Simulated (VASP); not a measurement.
Calculation: PBE GGA with D4 dispersion, VASP's PBE PAW potentials (set 64) (plane waves; VASP).

A VASP calculation is set up with these files.

File KPOINTS:
```
Automatic mesh
0
Gamma
11 11 11
0 0 0
```

**POSCAR**
```
C
1
    0.0000000000     1.7835000000     1.7835000000
    1.7835000000     0.0000000000     1.7835000000
    1.7835000000     1.7835000000     0.0000000000
C
2
Direct
  0.0000000000   0.0000000000   0.0000000000
  0.2500000000   0.2500000000   0.2500000000
```

### INCAR
```
ALGO=Normal
EDIFF=1E-6
EDIFFG=-0.01
ENCUT=520
GGA=PE
IBRION=2
ISIF=3
ISMEAR=0
IVDW=13
LASPH=.TRUE.
LCHARG=.FALSE.
LREAL=.FALSE.
LWAVE=.FALSE.
NELM=100
NSW=60
PREC=Accurate
SIGMA=0.05
SYSTEM=C
```

POTCAR, in this order: C (PBE.64 set). Program: vasp_std.

Problem. Estimate the energy per atom (σ→0), dispersion energy, volume per atom.

Solution. 
energy per atom (σ→0): -9.306 eV/atom
dispersion energy: -429 meV
volume per atom: 5.64 Å³/atom

### OSZICAR
```
...
DAV:   4    -0.181792612778E+02    0.60783E-06   -0.10933E-06   880   0.143E-02
   2 F= -.18611095E+02 E0= -.18611095E+02  d E =0.376108E-03
       N       E                     dE             d eps       ncg     rms          rms(c)
DAV:   1    -0.181837634235E+02   -0.45015E-02   -0.20861E-02  1056   0.150E+00    0.130E-01
DAV:   2    -0.181835438354E+02    0.21959E-03   -0.17539E-04   976   0.130E-01    0.677E-02
DAV:   3    -0.181834525152E+02    0.91320E-04   -0.17877E-04   976   0.106E-01    0.109E-02
DAV:   4    -0.181834520400E+02    0.47524E-06   -0.33478E-07   824   0.796E-03
   3 F= -.18612167E+02 E0= -.18612167E+02  d E =-.695668E-03
```

The compound is C in the diamond structure. This run relaxes it. Symmetry was kept, so distortions that lower it aren't found.
